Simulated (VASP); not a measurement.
Consider the following.

```
Ru2SrGe2
1.0
   -2.15241     2.15241     5.14697
    2.15241    -2.15241     5.14697
    2.15241     2.15241    -5.14697
Sr Ge Ru
1 2 2
Cartesian
  0.00000   0.00000   0.00000
  0.00000   0.00000   6.61057
  0.00000   0.00000   3.68338
  0.00000   2.15241   2.57349
  2.15241   0.00000   2.57349
```

The numbers are results of LDA (Ceperley-Alder, Perdew-Zunger), VASP's LDA PAW potentials (set 64) (plane waves; VASP), not measurements. Numerical set-up: 300 eV cut-off, 6×6×6 Γ-centred mesh, Gaussian smearing of 0.050 eV, potentials Sr_sv Ge_d Ru_pv.

At this cut-off the stress carries a Pulay error, which pulls relaxed volumes low. Energy and stress use the plane-wave basis of the starting cell.

Q: The ions, cell shape and volume are relaxed. Predict the relaxed structure.

A: 
```
Ru2SrGe2
1.0
   -2.12644     2.12644     5.02545
    2.12644    -2.12644     5.02545
    2.12644     2.12644    -5.02545
Sr Ge Ru
1 2 2
Direct
  0.00000   0.00000   0.00000
  0.63727   0.63727   0.00000
  0.36273   0.36273   0.00000
  0.75000   0.25000   0.50000
  0.25000   0.75000   0.50000
```
Space group I4/mmm (139), at a tolerance of 0.03 Å.

Q: How do energy and volume change from the first to the last step?

A: The energy (σ→0) changes by -12.6 meV/atom and the volume by -4.7 %, in 14 ionic steps.

The structure comes from a computed database's Ru2SrGe2 entry (I4/mmm); how it stands against other phases isn't given here. This run relaxes it. Symmetry was kept, so distortions that lower it aren't found. The k-mesh is coarse (spacing up to 0.35 per Å, 2π included), so the numbers may not be converged in it. The run is one of a series of settings (EDIFFG = -0.01, IBRION = 2, ISIF = 3, NSW = 50 against the base run), some of them coarse on purpose.
